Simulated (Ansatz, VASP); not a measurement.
## Cross-check of ZnSnTe2 (CuAu-ordered zincblende type (invented)) between VASP and Ansatz

One calculation is typed for both programs; each brings its own data sets. How far apart do they land? The cell is generated by rule, not measured, and may not be a known phase. The two relaxations start from unlike cells of this crystal (the structure described is Ansatz's start), so only their ends are compared.

Method: plane waves, with VASP 6.6.1 beside it; relaxation of cell and atoms at PBEsol, in Ansatz 0.2.0.

**1. The starting structure**

Symmetry: P-4m2, No. 115, tetragonal system. Conventional cell: a = 4.434 Å, b = 4.434 Å, c = 6.270 Å, α = 90.00°, β = 90.00°, γ = 90.00°. Zn has 4 Te at 2.72 Å nearest. Sn has 4 Te at 2.72 Å nearest. Te has 2 Zn at 2.72 Å and 2 Sn at 2.72 Å nearest. Farther neighbours and most contacts between anions are not listed.

**2. VASP: relaxation of cell and atoms, PBEsol**

The relaxed volume is the usual yardstick between codes: in a stiff, nearly cubic crystal its relative difference is about their pressure difference at one cell divided by the bulk modulus.

Lines of VASP's logs that name or quote its potential files are left out, and so is its time.

Input file INCAR:

```
SYSTEM = ZnSnTe2
PREC = Accurate
ENCUT = 500
EDIFF = 1E-07
NELM = 120
ISMEAR = 0
SIGMA = 0.1
LREAL = .FALSE.
ALGO = Normal
GGA = PS
NBANDS = 25
LORBIT = 11
LWAVE = .FALSE.
LCHARG = .FALSE.
ISIF = 3
IBRION = 2
NSW = 80
EDIFFG = -0.005
LASPH = .TRUE.
GGA_COMPAT = .FALSE.
NELMIN = 4
KPAR = 2
```

Input file POSCAR:

```
ZnSnTe2
1.0
    4.4449526515      0.0000000000      0.0000000000
    0.0000000000      4.4449526515      0.0000000000
    0.0000000000      0.0000000000      7.1088895882
Zn Sn Te
1 1 2
Direct
    0.0000000000      0.0000000000      0.0000000000
    0.5000000000      0.5000000000      0.5000000000
    0.0000000000      0.5000000000      0.2038108692
    0.5000000000      0.0000000000      0.7961891308
```

Input file KPOINTS:

```
Automatic mesh
0
Gamma
4 4 4
0 0 0
```

Potentials, in the order of the species: Zn, Sn_d and Te (PBE family, release 64).

Command:

```bash
$ mpirun -np 2 vasp_std
```

Numbers of over 12 decimals in the logs are rounded to 6 here.

Output:

```text
[banner, memory and clock lines left out]
running    2 mpi-ranks, on    1 nodes
 distrk:  each k-point on    1 cores,    2 groups
 distr:  one band on    1 cores,    1 groups

 POSCAR found type information on POSCAR ZnSnTe
 POSCAR found :  3 types and       4 ions
|                                                                             |
|               ----> ADVICE to this user running VASP <----                  |
|                                                                             |
|     You enforced a specific xc type in the INCAR file but a different       |
|     [... a line on the potential file left out ...]
|     I HOPE YOU KNOW WHAT YOU ARE DOING!                                     |
|                                                                             |

 LDA part: xc-table for (Slater+PW92), standard interpolation
 POSCAR, INCAR and KPOINTS ok, starting setup
 FFT: planning ... GRIDC
 FFT: planning ... GRID_SOFT
 FFT: planning ... GRID
 WAVECAR not read
 entering main loop
       N       E                     dE             d eps       ncg     rms          rms(c)
DAV:   1     0.262055319840E+03    0.26206E+03   -0.17066E+04   901   0.159E+03
DAV:   2     0.158703575654E+02   -0.24618E+03   -0.24153E+03   924   0.365E+02
DAV:   3    -0.126738690449E+02   -0.28544E+02   -0.28173E+02  1114   0.124E+02
DAV:   4    -0.136189528761E+02   -0.94508E+00   -0.94327E+00   987   0.233E+01
DAV:   5    -0.136519529960E+02   -0.33000E-01   -0.32998E-01  1291   0.441E+00    0.687E+00
DAV:   6    -0.132950428386E+02    0.35691E+00   -0.11782E+00  1172   0.195E+01    0.502E+00
DAV:   7    -0.132775863742E+02    0.17456E-01   -0.38522E-01  1018   0.457E+00    0.166E+00
DAV:   8    -0.132756386828E+02    0.19477E-02   -0.16119E-02  1091   0.130E+00    0.475E-01
DAV:   9    -0.132758124163E+02   -0.17373E-03   -0.41517E-03   992   0.389E-01    0.178E-01
DAV:  10    -0.132760217812E+02   -0.20936E-03   -0.51536E-04  1015   0.157E-01    0.475E-02
DAV:  11    -0.132761121508E+02   -0.90370E-04   -0.96588E-05   989   0.594E-02    0.193E-02
DAV:  12    -0.132761330647E+02   -0.20914E-04   -0.16572E-05  1057   0.222E-02    0.101E-02
DAV:  13    -0.132761440239E+02   -0.10959E-04   -0.15886E-05   955   0.182E-02    0.370E-03
DAV:  14    -0.132761441732E+02   -0.14933E-06   -0.46823E-07  1190   0.552E-03    0.164E-03
DAV:  15    -0.132761442801E+02   -0.10687E-06   -0.13046E-07   781   0.247E-03    0.118E-03
DAV:  16    -0.132761443632E+02   -0.83111E-07   -0.29856E-08   669   0.131E-03
   1 F= -.13276144E+02 E0= -.13274935E+02  d E =-.132761E+02
 curvature:   0.00 expect dE= 0.000E+00 dE for cont linesearch  0.000E+00
 trial: gam= 0.00000 g(F)=  0.351E-07 g(S)=  0.252E-04 ort = 0.000E+00 (trialstep = 0.100E+01)
 search vector abs. value=  0.252E-04
 bond charge predicted
       N       E                     dE             d eps       ncg     rms          rms(c)
DAV:   1    -0.132764398386E+02   -0.29556E-03   -0.53401E-03  1100   0.106E+00    0.114E-01
DAV:   2    -0.132762064536E+02    0.23338E-03   -0.81125E-04  1067   0.560E-01    0.427E-02
DAV:   3    -0.132761650050E+02    0.41449E-04   -0.69003E-05  1157   0.887E-02    0.195E-02
DAV:   4    -0.132761558774E+02    0.91276E-05   -0.12326E-05  1204   0.330E-02    0.713E-03
DAV:   5    -0.132761547540E+02    0.11234E-05   -0.75963E-07  1135   0.805E-03    0.469E-03
DAV:   6    -0.132761543334E+02    0.42058E-06   -0.38986E-07   892   0.563E-03    0.121E-03
DAV:   7    -0.132761543425E+02   -0.90868E-08   -0.26958E-08   462   0.307E-03
   2 F= -.13276154E+02 E0= -.13274945E+02  d E =-.997929E-05
 trial-energy change:   -0.000010  1 .order   -0.000010   -0.000025    0.000004
 step:   0.8407(harm=  0.8538)  dis= 0.00002  next Energy=   -13.276155 (dE=-0.103E-04)
 reached required accuracy - stopping structural energy minimisation
```

Parts of OUTCAR (step 2):

```text
ion  position               nearest neighbor table
   1  0.000  0.000  0.000-   3 2.65   4 2.65   3 2.65   4 2.65
   2  0.500  0.500  0.500-   3 3.06   4 3.06   4 3.06   3 3.06
   3  0.000  0.500  0.204-   1 2.65   1 2.65   2 3.06   2 3.06
   4  0.500  0.000  0.796-   1 2.65   1 2.65   2 3.06   2 3.06

  LATTYP: Found a simple tetragonal cell.
 ALAT       =     4.4449526515
 C/A-ratio  =     1.5993172809

 Subroutine GETGRP returns: Found  8 space group operations
 (whereof  8 operations were pure point group operations)

The static configuration has the point symmetry D_2d.

 Found     18 irreducible k-points:

   k-points           NKPTS =     18   k-points in BZ     NKDIM =     18   number of bands    NBANDS=     25

   dimension x,y,z NGX =    32 NGY =   32 NGZ =   54
   dimension x,y,z NGXF=    64 NGYF=   64 NGZF=  108

   ENCUT  =  500.0 eV  36.75 Ry    6.06 a.u.   8.10  8.10 12.96*2*pi/ulx,y,z

   NELECT =      38.0000    total number of electrons

 k-points in reciprocal lattice and weights: Automatic mesh
   0.00000000  0.00000000  0.00000000       0.016
   0.25000000  0.00000000  0.00000000       0.062
   0.50000000  0.00000000  0.00000000       0.031
   0.25000000  0.25000000  0.00000000       0.062
   0.50000000  0.25000000  0.00000000       0.062
   0.50000000  0.50000000  0.00000000       0.016
   0.00000000  0.00000000  0.25000000       0.031
   0.25000000  0.00000000  0.25000000       0.125
   0.50000000  0.00000000  0.25000000       0.062
[...]
0.50000000  0.25000000  0.50000000       0.062
   0.50000000  0.50000000  0.50000000       0.016

 average (electrostatic) potential at core
       1 -35.7134       2-103.1888       3 -90.3500       4 -90.3500

 E-fermi :   3.9172

 k-point     1 :       0.0000    0.0000    0.0000
  band No.  band energies     occupation
    ...
     15       1.1195      2.00000
     16       1.5352      2.00000
     17       1.9110      2.00000
     18       2.7698      2.00000
     19       2.7698      2.00000
     20       5.1144      0.00000
     21       5.2264      0.00000
     22       5.5794      0.00000
     23       5.5794      0.00000
     24       6.3452      0.00000
    ...

 k-point     2 :       0.2500    0.0000    0.0000
  band No.  band energies     occupation
    ...
     15       0.1128      2.00000
     16       1.4182      2.00000
     17       1.4391      2.00000
     18       2.6366      2.00000
     19       3.4480      2.00000
     20       4.9650      0.00000
     21       5.6470      0.00000
     22       5.8575      0.00000
     23       6.6472      0.00000
     24       7.8064      0.00000
    ...

 k-point     3 :       0.5000    0.0000    0.0000
  band No.  band energies     occupation
    ...
     15      -0.2057      2.00000
     16       0.5166      2.00000
     17       2.0566      2.00000
     18       2.1525      2.00000
     19       3.9182      0.98916
     20       5.6414      0.00000
     21       5.8600      0.00000
     22       5.9110      0.00000
     23       6.2658      0.00000
     24       8.3481      0.00000
    ...

  Total       -0.0089118     -0.0089118     -0.0011787      0.0000000      0.0000000     -0.0000000
  in kB       -0.1015668     -0.1015668     -0.0134338      0.0000000      0.0000000     -0.0000000
  external PRESSURE =      -0.0721891 kB  Pullay stress =       0.0000000 kB

  energy-cutoff  :      500.00
  volume of cell :      140.58
      direct lattice vectors                 reciprocal lattice vectors
     4.445910244  0.000000000  0.000000000     0.224925818  0.000000000 -0.000000000
     0.000000000  4.445910244  0.000000000     0.000000000  0.224925818  0.000000000
     0.000000000  0.000000000  7.112157177    -0.000000000  0.000000000  0.140604317

 POSITION                                       TOTAL-FORCE (eV/Angst)
 -----------------------------------------------------------------------------------
      4.44591      4.44591      0.00000        -0.000000      0.000000      0.000000
      2.22296      2.22296      3.55608        -0.000000     -0.000000      0.000000
      0.00000      2.22296      1.44956         0.000000     -0.000000      0.000991
      2.22296      4.44591      5.66259        -0.000000     -0.000000     -0.000991
 -----------------------------------------------------------------------------------
    total drift:                                0.000000     -0.000000     -0.000000

  FREE ENERGIE OF THE ION-ELECTRON SYSTEM (eV)
  ---------------------------------------------------
  free  energy   TOTEN  =       -13.2761543425 eV

  energy  without entropy=      -13.2737358771  energy(sigma->0) =      -13.27494511

 reached required accuracy - stopping structural energy minimisation

 total charge
# of ion       s       p       d       tot
------------------------------------------
    1        0.565   0.405   9.760  10.730
    2        1.394   0.746   9.965  12.105
    3        1.372   2.001   0.025   3.398
    4        1.372   2.001   0.025   3.398
--------------------------------------------------
tot          4.704   5.152  19.774  29.630

[... 3 further parts left out ...]
```

CONTCAR:

```
ZnSnTe2
   1.00000000000000
     4.4459102444277532    0.0000000000000000    0.0000000000000000
     0.0000000000000000    4.4459102444277532    0.0000000000000000
     0.0000000000000000    0.0000000000000000    7.1121571769808805
  Zn              Sn              Te
     1     1     2
Direct
     1.0000000000000000    1.0000000000000000    0.0000000000000000
     0.5000000000000000    0.5000000000000000    0.5000000000000000
     0.0000000000000000    0.5000000000000000    0.2038149618129544
     0.5000000000000000    1.0000000000000000    0.7961850381870457
```

[end of part 1 of 2]

[Lines on the potential files, build, host, timing and source positions are cut from VASP's logs without a mark.]

[Logs are printed without paths, hosts, clocks, repeated set-up lines and the standing remarks that a program may print on its own settings, such as how far it seeks lower states.]

[Hosts, paths, dates, database ids (printed as entryN), source tags and the programs' standing remarks are cut or masked in the printed files.]
